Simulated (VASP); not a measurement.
# HgPd (P4/mmm) in VASP: single point with LDA

Aim: the single point of HgPd with LDA.

Everything below comes from runs of VASP 6.6.1. Logs are shortened: lines on timing, memory, paths and dates and some standing lists are left out, and cuts for length are marked.

**1. The structure**

Symmetry: P4/mmm, No. 123, tetragonal system. The conventional cell has a = 3.030 Å, b = 3.030 Å, c = 3.692 Å, α = 90.00°, β = 90.00°, γ = 90.00°. Hg (site symmetry 4/mmm) has 8 Pd at 2.83 Å and 4 Hg at 3.03 Å as nearest neighbours. Around Pd (site symmetry 4/mmm) lie 8 Hg at 2.83 Å and 4 Pd at 3.03 Å.

**2. Single point, LDA**

INCAR reads:

```
PREC     = Accurate       # precision mode
ENCUT    = 520            # plane-wave cutoff, eV
EDIFF    = 1E-7           # SCF threshold, eV
ISMEAR   = 0              # smearing method
SIGMA    = 0.15           # smearing width, eV
LREAL    = F              # projectors in reciprocal space
LASPH    = T              # aspherical terms in the spheres
NELM     = 100            # most SCF steps
ALGO     = Fast           # electronic algorithm
ISIF     = 2              # what is computed and relaxed
LWAVE    = F              # write WAVECAR
LCHARG   = T              # write CHGCAR
LELF     = T              # ELF
LVHAR    = T            
NBANDS   = 18             # bands
```

KPOINTS reads:

```
regular mesh
0
Gamma
  16 16 14
```

POSCAR reads:

```
HgPd
1.0
    3.0299525574      0.0000000000      0.0000000000
    0.0000000000      3.0299525574      0.0000000000
    0.0000000000      0.0000000000      3.6920000000
Hg Pd
1 1
Direct
    0.0000000000      0.0000000000      0.0000000000
    0.5000000000      0.5000000000      0.5000000000
```

Potentials or basis: VASP PAW LDA potentials, release 64 (Hg, Pd).

On the command line:

```bash
> cat potpaw_LDA.64/Hg/POTCAR potpaw_LDA.64/Pd/POTCAR > POTCAR
> mpirun -np 1 vasp_std > vasp.out
```

OUTCAR:

```text
PREC = Accurate
   ENCUT = 520
   EDIFF = 1E-7
   ISMEAR = 0
   LREAL = F
   LASPH = T
   NELM = 100
   ISIF = 2

 ion  position               nearest neighbor table
   1  0.000  0.000  0.000-   2 2.83   2 2.83   2 2.83   2 2.83   2 2.83   2 2.83   2 2.83   2 2.83

   2  0.500  0.500  0.500-   1 2.83   1 2.83   1 2.83   1 2.83   1 2.83   1 2.83   1 2.83   1 2.83

  LATTYP: Found a simple tetragonal cell.
 ALAT       =     3.0299525574
 C/A-ratio  =     1.2185009270

  Lattice vectors:

 A1 = (   3.0299525574,   0.0000000000,   0.0000000000)
 A2 = (   0.0000000000,   3.0299525574,   0.0000000000)
 A3 = (   0.0000000000,   0.0000000000,   3.6920000000)

Analysis of symmetry for initial positions (statically):
=====================================================================
 Subroutine PRICEL returns:
 Original cell was already a primitive cell.

 Routine SETGRP: Setting up the symmetry group for a
 simple tetragonal supercell.

 Subroutine GETGRP returns: Found 16 space group operations
 (whereof 16 operations were pure point group operations)
 out of a pool of 16 trial point group operations.

The static configuration has the point symmetry D_4h.

Analysis of symmetry for dynamics (positions and initial velocities):
=====================================================================
 Subroutine PRICEL returns:
 Original cell was already a primitive cell.

 Routine SETGRP: Setting up the symmetry group for a
 simple tetragonal supercell.

 Subroutine GETGRP returns: Found 16 space group operations
 (whereof 16 operations were pure point group operations)
 out of a pool of 16 trial point group operations.

The dynamic configuration has the point symmetry D_4h.

 Subroutine INISYM returns: Found 16 space group operations
 (whereof 16 operations are pure point group operations),
 and found     1 'primitive' translations

----------------------------------------------------------------------------------------

                                     Primitive cell

  volume of cell :      33.8948

  direct lattice vectors                    reciprocal lattice vectors
     3.029952557  0.000000000  0.000000000     0.330038171  0.000000000  0.000000000
     0.000000000  3.029952557  0.000000000     0.000000000  0.330038171  0.000000000
     0.000000000  0.000000000  3.692000000     0.000000000  0.000000000  0.270855905

  length of vectors
     3.029952557  3.029952557  3.692000000     0.330038171  0.330038171  0.270855905

  position of ions in fractional coordinates (direct lattice)
     0.000000000  0.000000000  0.000000000
     0.500000000  0.500000000  0.500000000

  ion indices of the primitive-cell ions
   primitive index   ion index
                 1           1
                 2           2

----------------------------------------------------------------------------------------

 KPOINTS: regular mesh

Automatic generation of k-mesh.
 Grid dimensions read from file:
 generate k-points for:   16   16   14

 Generating k-lattice:

  Cartesian coordinates                     Fractional coordinates (reciprocal lattice)
     0.020627386  0.000000000  0.000000000     0.062500000  0.000000000  0.000000000
     0.000000000  0.020627386  0.000000000     0.000000000  0.062500000  0.000000000
     0.000000000  0.000000000  0.019346850     0.000000000  0.000000000  0.071428571

  Length of vectors
     0.020627386  0.020627386  0.019346850

  Shift w.r.t. Gamma in fractional coordinates (k-lattice)
     0.000000000  0.000000000  0.000000000

 Subroutine IBZKPT returns following result:
 ===========================================

 Found    360 irreducible k-points:

 Following reciprocal coordinates:
            Coordinates               Weight
  0.000000  0.000000  0.000000      1.000000
  0.062500  0.000000  0.000000      4.000000
  0.125000  0.000000  0.000000      4.000000
  0.187500  0.000000  0.000000      4.000000
  0.250000  0.000000  0.000000      4.000000
  0.312500  0.000000  0.000000      4.000000
[... 16 lines left out ...]
  0.437500  0.125000  0.000000      8.000000
  0.500000  0.125000  0.000000      4.000000
 [... further k-points ...]
   k-points           NKPTS =    360   k-points in BZ     NKDIM =    360   number of bands    NBANDS=     18
   number of dos      NEDOS =    301   number of ions     NIONS =      2
   total plane-waves  NPLWV =  16128
   dimension x,y,z NGX =    24 NGY =   24 NGZ =   28
   dimension x,y,z NGXF=    48 NGYF=   48 NGZF=   56
   ions per type =               1   1
   NGX,Y,Z   is equivalent  to a cutoff of  13.17, 13.17, 12.61 a.u.
   NGXF,Y,Z  is equivalent  to a cutoff of  26.34, 26.34, 25.22 a.u.
 SYSTEM =  unknown system
   PREC   = accura    normal or accurate (medium, high low for compatibility)
   ISTART =      0    job   : 0-new  1-cont  2-samecut
   ICHARG =      2    charge: 1-file 2-atom 10-const
   ISPIN  =      1    spin polarized calculation?
   LNONCOLLINEAR =      F non collinear calculations
   LSORBIT =      F    spin-orbit coupling
   LASPH  =      T    aspherical Exc in radial PAW
   ENCUT  =  520.0 eV  38.22 Ry    6.18 a.u.   5.63  5.63  6.86*2*pi/ulx,y,z
   NELM   =    100;   NELMIN=  2; NELMDL= -5     # of ELM steps
   EDIFF  = 0.1E-06   stopping-criterion for ELM
   LREAL  =      F    real-space projection
   EDIFFG = 0.1E-05   stopping-criterion for IOM
   NSW    =      0    number of steps for IOM
   IBRION =     -1    ionic relax: 0-MD 1-quasi-New 2-CG
   NFREE  =      0    steps in history (QN), initial steepest desc. (CG)
   ISIF   =      2    stress and relaxation
   ISYM   =      2    0-nonsym 1-usesym 2-fastsym
   POTIM  = 0.5000    time-step for ionic-motion
   TEBEG  =    0.0;   TEEND  =   0.0 temperature during run
   PSTRESS=    0.0 pullay stress
   NELECT =      22.0000    total number of electrons
   NUPDOWN=      -1.0000    fix difference up-down
   EMIN   =  10.00;   EMAX   =-10.00  energy-range for DOS
   EFERMI =   0.00;   METHOD = LEGACY
   ISMEAR =     0;   SIGMA  =   0.15  broadening in eV -4-tet -1-fermi 0-gaus
   EFERMI_NEDOS =   21; number of points for ismear=-14 and -15
   IALGO  =     68    algorithm
   IMIX   =      4    mixing-type and parameters
     AMIX     =   0.40;   BMIX     =  1.00
     AMIX_MAG =   1.60;   BMIX_MAG =  1.00
  volume/ion in A,a.u.               =      16.95       114.37
  Fermi-wavevector in a.u.,A,eV,Ry     =   1.417440  2.678573 27.335947  2.009135
  Thomas-Fermi vector in A             =   2.538670
   LORBIT       =      0    0 simple, 1 ext, 2 COOP (PROOUT), +10 PAW based schemes
   GGA     = CA    functional components
   LHFCALC =     F    Hartree Fock is set to
   AEXX    =    0.0000 exact exchange contribution
   IVDW    =     0    specifies the selected vdW correction
   LEPSILON=     F    determine dielectric tensor
   LRPA    =     F    only Hartree local field effects (RPA)
 non-spin polarized calculation
 RMM-DIIS sequential band-by-band and
 Gauss-broadening in eV      SIGMA  =   0.15
  energy-cutoff  :      520.00
  volume of cell :       33.89
 maximum number of plane-waves:       928
 NGX is ok and might be reduce to    24
   NGX = 11   NGY = 11   NGZ = 13

 number of electron      21.9999999 magnetization

 Free energy of the ion-electron system (eV)
  ---------------------------------------------------
  ext. energy  EPLUGINS =         0.00000000
  ---------------------------------------------------
  free energy    TOTEN  =        -7.95311110 eV

  energy without entropy =       -7.94755468  energy(sigma->0) =       -7.95033289

 E-fermi :   6.7935     XC(G=0): -12.8568

 val. band max:        6.7911844557   @ k =   0.5000   0.4375   0.0000
 cond. band min:       6.8008973853   @ k =   0.5000   0.4375   0.0714
 fundamental gap:      0.0097129296
 Fermi energy:         6.7935424417

 k-point     1 :       0.0000    0.0000    0.0000
  band No.  band energies     occupation
      1      -3.0122      2.00000
      2      -1.8138      2.00000
      3      -1.5183      2.00000
      4      -0.2266      2.00000
      5      -0.2266      2.00000
      6       0.2664      2.00000
[... 10 lines left out ...]
     17      22.4423      0.00000
     18      23.1690      0.00000

 k-point     2 :       0.0625    0.0000    0.0000
  band No.  band energies     occupation
      1      -2.9317      2.00000
      2      -1.7771      2.00000
      3      -1.4898      2.00000
      4      -0.2519      2.00000
      5      -0.2145      2.00000
      6       0.2427      2.00000
[... 10 lines left out ...]
     17      22.5157      0.00000
     18      23.3779      0.00000

 k-point     3 :       0.1250    0.0000    0.0000
  band No.  band energies     occupation
      1      -2.7007      2.00000
      2      -1.6673      2.00000
      3      -1.4023      2.00000
      4      -0.3233      2.00000
      5      -0.1795      2.00000
      6       0.1759      2.00000
[... 10 lines left out ...]
     17      22.6889      0.00000
     18      23.8758      0.00000

 k-point     4 :       0.1875    0.0000    0.0000
  band No.  band energies     occupation
      1      -2.3599      2.00000
      2      -1.4812      2.00000
      3      -1.2448      2.00000
      4      -0.4285      2.00000
      5      -0.1261      2.00000
      6       0.0775      2.00000
[... 10 lines left out ...]
     17      22.7673      0.00000
     18      22.8325      0.00000

 k-point     5 :       0.2500    0.0000    0.0000
  band No.  band energies     occupation
      1      -2.0067      2.00000
      2      -1.2351      2.00000
      3      -0.9475      2.00000
      4      -0.5500      2.00000
      5      -0.0611      2.00000
      6      -0.0361      2.00000
[... 10 lines left out ...]
     17      22.2329      0.00000
     18      22.3760      0.00000

 k-point     6 :       0.3125    0.0000    0.0000
  band No.  band energies     occupation
      1      -1.7459      2.00000
      2      -1.0153      2.00000
      3      -0.6689      2.00000
      4      -0.3801      2.00000
      5      -0.1472      2.00000
      6       0.0061      2.00000
[... 10 lines left out ...]
     17      21.4269      0.00000
     18      22.1455      0.00000

 k-point     7 :       0.3750    0.0000    0.0000
  band No.  band energies     occupation
      1      -1.5820      2.00000
      2      -0.8416      2.00000
      3      -0.7678      2.00000
      4      -0.2395      2.00000
      5       0.0650      2.00000
      6       0.4006      2.00000
[... 10 lines left out ...]
     17      20.1928      0.00000
     18      22.1129      0.00000

 k-point     8 :       0.4375    0.0000    0.0000
  band No.  band energies     occupation
      1      -1.4889      2.00000
      2      -0.8328      2.00000
      3      -0.7251      2.00000
      4      -0.3003      2.00000
      5       0.1055      2.00000
      6       1.2535      2.00000
[... 10 lines left out ...]
     17      20.7457      0.00000
     18      22.1788      0.00000
[... 229 lines left out ...]
     17      23.1783      0.00000
     18      24.2450      0.00000

 k-point    20 :       0.2500    0.1250    0.0000
  band No.  band energies     occupation
      1      -1.6903      2.00000
      2      -1.1548      2.00000
      3      -0.9244      2.00000
      4      -0.6050      2.00000
      5      -0.1910      2.00000
      6      -0.0741      2.00000
[... 10 lines left out ...]
     17      22.6680      0.00000
     18      23.4653      0.00000

 k-point    21 :       0.3125    0.1250    0.0000
  band No.  band energies     occupation
      1      -1.4431      2.00000
      2      -0.9994      2.00000
      3      -0.7273      2.00000
      4      -0.6276      2.00000
      5      -0.1801      2.00000
      6       0.1217      2.00000
[... 10 lines left out ...]
     17      21.5533      0.00000
     18      22.3127      0.00000

 k-point    22 :       0.3750    0.1250    0.0000
  band No.  band energies     occupation
      1      -1.2809      2.00000
      2      -0.8680      2.00000
      3      -0.8297      2.00000
      4      -0.6061      2.00000
      5      -0.1721      2.00000
      6       0.7991      2.00000
[... 10 lines left out ...]
     17      20.2623      0.00000
     18      21.2164      0.00000

 k-point    23 :       0.4375    0.1250    0.0000
  band No.  band energies     occupation
      1      -1.1782      2.00000
      2      -0.8974      2.00000
      3      -0.7749      2.00000
      4      -0.6633      2.00000
      5      -0.1678      2.00000
      6       1.6637      2.00000
[... 10 lines left out ...]
     17      18.9532      0.00000
     18      20.2954      0.00000

 k-point    24 :       0.5000    0.1250    0.0000
  band No.  band energies     occupation
      1      -1.1404      2.00000
      2      -0.9209      2.00000
      3      -0.7327      2.00000
      4      -0.7000      2.00000
      5      -0.1665      2.00000
      6       2.3068      2.00000
[... 10 lines left out ...]
     17      18.7457      0.00000
     18      19.7690      0.00000

 [... further k-points ...]

------------------------ aborting loop because EDIFF is reached ----------------------------------------

  FORCE on cell =-STRESS in cart. coord.  units (eV):
  Direction    XX          YY          ZZ          XY          YZ          ZX
  --------------------------------------------------------------------------------------
  -------------------------------------------------------------------------------------
  Total       -0.7042210     -0.7042210     -0.5462005      0.0000000     -0.0000000      0.0000000
  in kB      -33.2878845    -33.2878845    -25.8184000      0.0000000     -0.0000000      0.0000000
  external PRESSURE =     -30.7980563 kB  Pullay stress =       0.0000000 kB

 VOLUME and BASIS-vectors are now :
 -----------------------------------------------------------------------------
  energy-cutoff  :      520.00
  volume of cell :       33.89
      direct lattice vectors                 reciprocal lattice vectors
     3.029952557  0.000000000  0.000000000     0.330038171  0.000000000  0.000000000
     0.000000000  3.029952557  0.000000000     0.000000000  0.330038171  0.000000000
     0.000000000  0.000000000  3.692000000     0.000000000  0.000000000  0.270855905

 POSITION                                       TOTAL-FORCE (eV/Angst)
 -----------------------------------------------------------------------------------
      0.00000      0.00000      0.00000         0.000000      0.000000      0.000000
      1.51498      1.51498      1.84600         0.000000      0.000000      0.000000
 -----------------------------------------------------------------------------------
    total drift:                                0.000000      0.000000     -0.000000

  FREE ENERGIE OF THE ION-ELECTRON SYSTEM (eV)
  ---------------------------------------------------
  free  energy   TOTEN  =        -7.9531110985 eV

  energy  without entropy=       -7.9475546765  energy(sigma->0) =       -7.95033289
```

Wall time 2.2 min (1 thread of AMD EPYC 7R13 (Zen 3), shared host); peak memory 0.29 GiB.

What came out:

* Free energy: -7.9531 eV
* Pressure: -3.1 GPa
* Band gap on the k mesh: none (metal or under the smearing width)

Levels at points of the mesh, in eV from the Fermi level:
```tsv
k point	band 8	band 9	band 10	band 11	band 12	band 13	band 14	band 15
(0.00, 0.00, 0.00)	-2.75	-1.54	-1.54	-1.40	2.65	8.08	8.08	8.47
(0.50, 0.00, 0.00)	-3.52	-3.49	-2.49	-2.00	0.18	9.96	10.17	11.07
(0.50, 0.50, 0.00)	-1.68	-1.68	-0.87	-0.14	-0.14	3.16	6.28	10.24
(0.00, 0.00, 0.50)	-3.84	-2.43	-2.43	-1.87	-1.58	12.82	12.82	14.12
(0.50, 0.00, 0.50)	-1.71	-1.54	-1.52	-1.38	-0.90	1.97	4.42	13.66
(0.50, 0.50, 0.50)	-4.13	-1.69	-0.86	1.50	5.46	5.46	6.39	6.39
```
